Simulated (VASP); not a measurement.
Output of a VASP run:

### OUTCAR
```
 ion  position               nearest neighbor table
   1  0.333  0.667  0.750-   8 2.77   9 2.77  10 2.77  10 2.77   8 2.77   9 2.77   7 2.82   7 2.82
                             6 2.82   6 2.82   5 2.82   5 2.82   3 3.39   4 3.39   3 3.39   4 3.39
   2  0.667  0.333  0.250-   5 2.77   6 2.77   7 2.77   7 2.77   5 2.77   6 2.77  10 2.82  10 2.82
                             9 2.82   9 2.82   8 2.82   8 2.82   3 3.39   4 3.39   3 3.39   4 3.39
   3  0.000  0.000  0.000-   6 1.92   9 1.92   7 1.92  10 1.92   5 1.92   8 1.92   4 2.29   4 2.29
                             1 3.39   2 3.39   2 3.39   1 3.39   2 3.39   1 3.39
   4  0.000  0.000  0.500-   6 1.92   9 1.92   7 1.92  10 1.92   5 1.92   8 1.92   3 2.29   3 2.29
                             1 3.39   2 3.39   2 3.39   1 3.39   2 3.39   1 3.39
   5  0.161  0.322  0.250-   3 1.92   4 1.92   2 2.77   2 2.77   1 2.82   1 2.82
   6  0.678  0.839  0.250-   3 1.92   4 1.92   2 2.77   2 2.77   1 2.82   1 2.82
   7  0.161  0.839  0.250-   3 1.92   4 1.92   2 2.77   2 2.77   1 2.82   1 2.82
   8  0.839  0.678  0.750-   3 1.92   4 1.92   1 2.77   1 2.77   2 2.82   2 2.82
   9  0.322  0.161  0.750-   3 1.92   4 1.92   1 2.77   1 2.77   2 2.82   2 2.82
  10  0.839  0.161  0.750-   3 1.92   4 1.92   1 2.77   1 2.77   2 2.82   2 2.82
  LATTYP: Found a hexagonal cell.
 ALAT       =     5.5303851067
 C/A-ratio  =     0.8274006166
 Subroutine PRICEL returns:
 Original cell was already a primitive cell.
 Subroutine GETGRP returns: Found 24 space group operations
The static configuration has the point symmetry D_3d.
 The point group associated with its full space group is D_6h.
The dynamic configuration has the point symmetry D_3d.
 Subroutine INISYM returns: Found 24 space group operations
 Subroutine IBZKPT returns following result:
 Found     20 irreducible k-points:

 Following reciprocal coordinates:
            Coordinates               Weight
  0.000000  0.000000  0.000000      1.000000
  0.200000  0.000000  0.000000      6.000000
  0.400000 -0.000000  0.000000      6.000000
  0.200000  0.200000  0.000000      6.000000
  0.400000  0.200000  0.000000      6.000000
  0.000000  0.000000  0.166667      2.000000
  0.200000  0.000000  0.166667     12.000000
  0.400000 -0.000000  0.166667     12.000000
  0.200000  0.200000  0.166667     12.000000
  0.400000  0.200000  0.166667     12.000000
  0.000000  0.000000  0.333333      2.000000
  0.200000  0.000000  0.333333     12.000000
  0.400000 -0.000000  0.333333     12.000000
  0.200000  0.200000  0.333333     12.000000
  0.400000  0.200000  0.333333     12.000000
  0.000000  0.000000  0.500000      1.000000
  0.200000  0.000000  0.500000      6.000000
  0.400000 -0.000000  0.500000      6.000000
  0.200000  0.200000  0.500000      6.000000
  0.400000  0.200000  0.500000      6.000000
   k-points           NKPTS =     20   k-points in BZ     NKDIM =     20   number of bands    NBANDS=     49
   number of dos      NEDOS =    601   number of ions     NIONS =     10
   total plane-waves  NPLWV =  63504
   dimension x,y,z NGX =    42 NGY =   42 NGZ =   36
   dimension x,y,z NGXF=    84 NGYF=   84 NGZF=   72
   ions per type =               2   2   6
   PREC   = accura    normal or accurate (medium, high low for compatibility)
   ISTART =      0    job   : 0-new  1-cont  2-samecut
   ICHARG =      2    charge: 1-file 2-atom 10-const
   ISPIN  =      1    spin polarized calculation?
   LNONCOLLINEAR =      F non collinear calculations
   LSORBIT =      F    spin-orbit coupling
   INIWAV =      1    electr: 0-lowe 1-rand  2-diag
   ENCUT  =  520.0 eV  38.22 Ry    6.18 a.u.  10.28 10.28  8.51*2*pi/ulx,y,z
   NELM   =    100;   NELMIN=  2; NELMDL= -5     # of ELM steps
   EDIFF  = 0.1E-06   stopping-criterion for ELM
   LREAL  =      F    real-space projection
   NLSPLINE    = F    spline interpolate recip. space projectors
   LMAXMIX     =    4 max onsite mixed and CHGCAR
   VOSKOWN=      0    Vosko Wilk Nusair interpolation
   EDIFFG = 0.1E-05   stopping-criterion for IOM
   NSW    =      0    number of steps for IOM
   NBLOCK =      1;   KBLOCK =      1    inner block; outer block
   IBRION =     -1    ionic relax: 0-MD 1-quasi-New 2-CG
   NFREE  =      0    steps in history (QN), initial steepest desc. (CG)
   ISIF   =      2    stress and relaxation
   ISYM   =      2    0-nonsym 1-usesym 2-fastsym
   TEIN   =    0.0    initial temperature
   TEBEG  =    0.0;   TEEND  =   0.0 temperature during run
   SMASS  =  -3.00    Nose mass-parameter (am)
...
```

**OSZICAR**
```
       N       E                     dE             d eps       ncg     rms          rms(c)
DAV:   1     0.920732873299E+03    0.92073E+03   -0.44889E+04  1968   0.174E+03
DAV:   2    -0.331332845065E+01   -0.92405E+03   -0.88577E+03  2195   0.492E+02
DAV:   3    -0.949637571810E+02   -0.91650E+02   -0.90536E+02  2382   0.154E+02
DAV:   4    -0.987690702674E+02   -0.38053E+01   -0.37971E+01  2856   0.255E+01
DAV:   5    -0.988768250296E+02   -0.10775E+00   -0.10770E+00  3015   0.407E+00    0.583E+01
DAV:   6    -0.860907772983E+02    0.12786E+02   -0.15087E+02  2595   0.725E+01    0.309E+01
DAV:   7    -0.839537565009E+02    0.21370E+01   -0.10219E+02  2608   0.713E+01    0.285E+01
DAV:   8    -0.818791445840E+02    0.20746E+01   -0.99182E+00  2391   0.177E+01    0.112E+01
DAV:   9    -0.809411422381E+02    0.93800E+00   -0.31569E+00  2783   0.121E+01    0.237E+00
DAV:  10    -0.809605433226E+02   -0.19401E-01   -0.33957E-01  2435   0.318E+00    0.142E+00
DAV:  11    -0.809623652767E+02   -0.18220E-02   -0.18828E-02  2864   0.102E+00    0.422E-01
DAV:  12    -0.809622866243E+02    0.78652E-04   -0.20645E-02  2761   0.109E+00    0.448E-01
DAV:  13    -0.809608365730E+02    0.14501E-02   -0.37028E-03  2763   0.500E-01    0.125E-01
DAV:  14    -0.809608029047E+02    0.33668E-04   -0.45003E-04  2513   0.991E-02    0.405E-02
DAV:  15    -0.809608097467E+02   -0.68420E-05   -0.27364E-05  2693   0.280E-02    0.114E-02
DAV:  16    -0.809608061617E+02    0.35850E-05   -0.89470E-06  2778   0.227E-02    0.491E-03
DAV:  17    -0.809608061766E+02   -0.14867E-07   -0.76193E-07  2186   0.443E-03
   1 F= -.80960806E+02 E0= -.80960806E+02  d E =0.000000E+00
```

### OUTCAR
```
------------------------ aborting loop because EDIFF is reached ----------------------------------------
  FORCE on cell =-STRESS in cart. coord.  units (eV):
  Direction    XX          YY          ZZ          XY          YZ          ZX
  --------------------------------------------------------------------------------------
  Total       -0.2877244     -0.2877244      0.8611888     -0.0000000      0.0000000      0.0000000
  in kB       -3.8034234     -3.8034236     11.3840386     -0.0000000      0.0000000      0.0000000
  external PRESSURE =       1.2590639 kB  Pullay stress =       0.0000000 kB
  volume of cell :      121.20
      direct lattice vectors                 reciprocal lattice vectors
     5.530385107  0.000000000  0.000000000     0.180819234  0.104396030  0.000000000
    -2.765192553  4.789454160  0.000000000     0.000000000  0.208792060  0.000000000
     0.000000000  0.000000000  4.575844047     0.000000000  0.000000000  0.218538916
 POSITION                                       TOTAL-FORCE (eV/Angst)
 -----------------------------------------------------------------------------------
     -0.00000      3.19297      3.43188         0.000000     -0.000000      0.000000
      2.76520      1.59648      1.14396         0.000000     -0.000000      0.000000
      0.00000      0.00000      0.00000         0.000000     -0.000000      0.000000
      0.00000      0.00000      2.28792         0.000000     -0.000000      0.000000
      0.00000      1.54405      1.14396        -0.000000     -0.049393      0.000000
      1.42800      4.01743      1.14396         0.042775      0.024696      0.000000
     -1.42800      4.01743      1.14396        -0.042775      0.024696      0.000000
      2.76519      3.24540      3.43188         0.000000      0.049393      0.000000
      1.33719      0.77203      3.43188        -0.042775     -0.024696      0.000000
      4.19320      0.77203      3.43188         0.042775     -0.024696      0.000000
 -----------------------------------------------------------------------------------
    total drift:                               -0.012882      0.007437     -0.003563
  FREE ENERGIE OF THE ION-ELECTRON SYSTEM (eV)
  ---------------------------------------------------
  free  energy   TOTEN  =       -80.9608061766 eV

  energy  without entropy=      -80.9608061766  energy(sigma->0) =      -80.96080618

 total charge

# of ion       s       p       d       tot
------------------------------------------
    1        1.992   5.748   0.171   7.911
    2        1.992   5.748   0.171   7.911
    3        2.331   6.417   3.129  11.877
    4        2.331   6.417   3.129  11.877
    5        1.567   3.435   0.000   5.002
    6        1.567   3.435   0.000   5.002
    7        1.567   3.435   0.000   5.002
    8        1.567   3.435   0.000   5.002
    9        1.567   3.435   0.000   5.002
   10        1.567   3.435   0.000   5.002
--------------------------------------------------
tot         18.045  44.941   6.601  69.588

 Electric field gradients after diagonalization (V/A^2)
 (convention: |V_zz| > |V_xx| > |V_yy|)
----------------------------------------------------------------------
 ion       V_xx      V_yy      V_zz     asymmetry (V_yy - V_xx)/ V_zz
----------------------------------------------------------------------
   1      -2.834    -2.833     5.667       0.000
   2      -2.834    -2.833     5.667       0.000
   3      37.389    37.388   -74.777       0.000
   4      37.389    37.388   -74.777       0.000
   5      -1.945    -0.577     2.522       0.542
   6      -1.945    -0.577     2.522       0.542
   7      -1.943    -0.576     2.520       0.542
   8      -1.945    -0.577     2.522       0.543
   9      -1.945    -0.577     2.522       0.543
  10      -1.944    -0.576     2.520       0.543
```
(Selected blocks of OUTCAR.)

**POSCAR**
```
SrVO3
1
    5.5303851067     0.0000000000     0.0000000000
   -2.7651925533     4.7894541597    -0.0000000000
    0.0000000000    -0.0000000000     4.5758440474
Sr V O
2 2 6
Direct
  0.3333330000   0.6666670000   0.7500000000
  0.6666670000   0.3333330000   0.2500000000
  0.0000000000   0.0000000000   0.0000000000
  0.0000000000   0.0000000000   0.5000000000
  0.1611930345   0.3223860688   0.2500000000
  0.6776139311   0.8388069655   0.2500000000
  0.1611930345   0.8388069655   0.2500000000
  0.8388069655   0.6776139312   0.7500000000
  0.3223860689   0.1611930345   0.7500000000
  0.8388069655   0.1611930345   0.7500000000
```

Problem. Write an INCAR and KPOINTS that could have produced this output.

Solution. This is not unique; one that fits is the input of the run itself, PBEsol GGA, plane waves, VASP's PBE PAW potentials (set 64).

INCAR:
```
! general
SYSTEM  = SrVO3
PREC    = Accurate
ENCUT   = 520
LREAL   = .FALSE.
LASPH   = .TRUE.

! electronic loop
EDIFF   = 1E-7
NELM    = 100
ALGO    = Normal
LMAXMIX = 4

! smearing
ISMEAR  = -5

! functional
GGA     = PS

! ions
ISIF    = 2

! output
LWAVE   = .FALSE.
LCHARG  = .TRUE.
LORBIT  = 11
NEDOS   = 601

! other
LEFG    = .TRUE.
```

**KPOINTS**
```
Automatic mesh
0
Gamma
5 5 6
0 0 0
```

POTCAR, in this order: Sr_sv V_sv O (PBE.64 set). Program: vasp_std.

For a metal the tetrahedron method with Blöchl corrections gives inexact stress and forces.

The structure was generated: SrVO3 was put into the 2H-BaNiO3 type (P6_3/mmc), which need not be its known phase. It was relaxed first, which changed the volume by -9 %. The run is not spin-polarised, so no magnetic state was tried.
